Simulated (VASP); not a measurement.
OSZICAR of a VASP run on CsSnI3 (space group Pm-3m):

File OSZICAR:
```
       N       E                     dE             d eps       ncg     rms          rms(c)
DAV:   1     0.284512205261E+03    0.28451E+03   -0.13741E+04  1064   0.994E+02
DAV:   2     0.150099676447E+02   -0.26950E+03   -0.26427E+03  1340   0.251E+02
DAV:   3    -0.134540581014E+02   -0.28464E+02   -0.28417E+02  1212   0.101E+02
DAV:   4    -0.143052255455E+02   -0.85117E+00   -0.85053E+00  1434   0.210E+01
DAV:   5    -0.143272746460E+02   -0.22049E-01   -0.22045E-01  1370   0.277E+00    0.397E+00
DAV:   6    -0.140500188625E+02    0.27726E+00   -0.50437E-01  1216   0.369E+00    0.262E+00
DAV:   7    -0.140243564045E+02    0.25662E-01   -0.33792E-01  1338   0.245E+00    0.107E+00
DAV:   8    -0.140289136020E+02   -0.45572E-02   -0.47685E-02  1178   0.150E+00    0.273E-01
DAV:   9    -0.140287705581E+02    0.14304E-03   -0.56119E-03  1268   0.553E-01    0.112E-01
DAV:  10    -0.140289348371E+02   -0.16428E-03   -0.86404E-04  1162   0.176E-01    0.336E-02
DAV:  11    -0.140289941030E+02   -0.59266E-04   -0.28320E-04  1338   0.104E-01    0.394E-02
DAV:  12    -0.140289935429E+02    0.56009E-06   -0.14659E-05  1284   0.231E-02    0.259E-02
DAV:  13    -0.140289912382E+02    0.23047E-05   -0.30378E-06  1064   0.124E-02    0.919E-03
DAV:  14    -0.140289903269E+02    0.91132E-06   -0.33909E-06   994   0.128E-02
   1 F= -.14028990E+02 E0= -.14028990E+02  d E =-.993383E-26
```

Which electronic solver shows in the log?

It is blocked Davidson (ALGO = Normal, or the opening steps of other solvers). The INCAR had ALGO = Normal.

Can the final energy be trusted as converged?

The run converged. It stopped with EDIFF = 1E-6, NELM = 100 (PBE GGA, plane waves, VASP's PBE PAW potentials (set 64)).

The structure comes from a computed database's CsSnI3 entry; how it stands against other phases isn't given here. The cell was not relaxed at this level.
